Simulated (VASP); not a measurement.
Input:

```
CELL_PARAMETERS angstrom
      0.00000     2.23791     2.23791
      2.23791     0.00000     2.23791
      2.23791     2.23791     0.00000
ATOMIC_POSITIONS crystal
  Ru 0.00000 0.00000 0.00000
  N  0.75000 0.75000 0.75000
```

Computed with LDA (Ceperley-Alder, Perdew-Zunger), VASP's LDA PAW potentials (set 64) (plane waves; VASP). Numerical set-up: 520 eV cut-off, Gaussian smearing of 0.050 eV, potentials Ru_pv N.

Task: Give the energies of bands 5 to 12 at the high-symmetry points, in eV from the Fermi level.

Result: 
```tsv
band	Γ	X	U	L	W
5	-7.41	-8.27	-7.64	-6.70	-7.32
6	-7.41	-4.91	-5.50	-6.70	-5.84
7	-7.41	-4.91	-5.00	-6.69	-5.02
8	-1.70	-2.96	-3.47	-1.16	-2.99
9	-1.70	-0.60	-1.33	-1.16	-1.90
10	1.35	0.34	-0.21	-0.76	-0.26
11	4.62	0.69	1.67	2.73	1.03
12	4.62	0.69	1.94	2.73	2.70
```

It has no gap at this level: it comes out as a metal or semimetal.

The structure comes from a computed database's RuN entry (F-43m); how it stands against other phases isn't given here. It was relaxed first, which changed the volume by -6 %. The electron count is odd and the run is not spin-polarised, which forces a metal.
